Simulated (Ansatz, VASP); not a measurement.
# One calculation of Sc4Si, two programs

```
Sc Si
1.0
     5.43113    0.00000    0.00000
     2.12475    5.08747    0.00000
     2.34740    0.78933    7.89030
Sc Si
8 2
Direct
  0.23949 0.61313 0.70021
  0.57913 0.34112 0.31692
  0.79651 0.31779 0.88869
  0.04689 0.80647 0.33562
  0.00748 0.27450 0.51990
  0.74875 0.78862 0.05602
  0.56913 0.97812 0.69607
  0.22333 0.26526 0.09405
  0.28733 0.77053 0.99147
  0.50195 0.84446 0.40106
```

Change from the starting cell: the structure that the rattled cell fell into.

Alike in both runs: task single point; functional PBE; k mesh 4 × 4 × 2; occupations gaussian, width 0.1 eV; no spin polarisation.

|  | VASP | Ansatz |
| --- | --- | --- |
| version | VASP 6.6.1 | Ansatz 0.2.0 |
| potentials or method | VASP PAW PBE potentials, release 64 (Sc_sv, Si) | scalar-relativistic, plane waves, PAW |
| plane-wave cutoff (eV) | 520 | 420 |
| valence electrons in the cell | 96 | 96 |

|  | VASP | Ansatz | Ansatz less VASP |
| --- | --- | --- | --- |
| gap on the k mesh at the Fermi level (eV) | none | none | - |
| pressure (GPa) | 1.5 | 1.4 | -0.08 |
| largest component of the traceless stress (GPa) | 1.69 | 1.69 | -0.004 |
| rms of the force components (eV/Å) | 0.070 | 0.069 | -0.0004 |

Atom by atom the forces differ by 0.002 eV/Å (rms over components). A gap of «none» marks a metal or a gap that the smearing closes.

Caveats: the k mesh is coarse (spacing up to 0.40 Å⁻¹), so the values aren't converged.
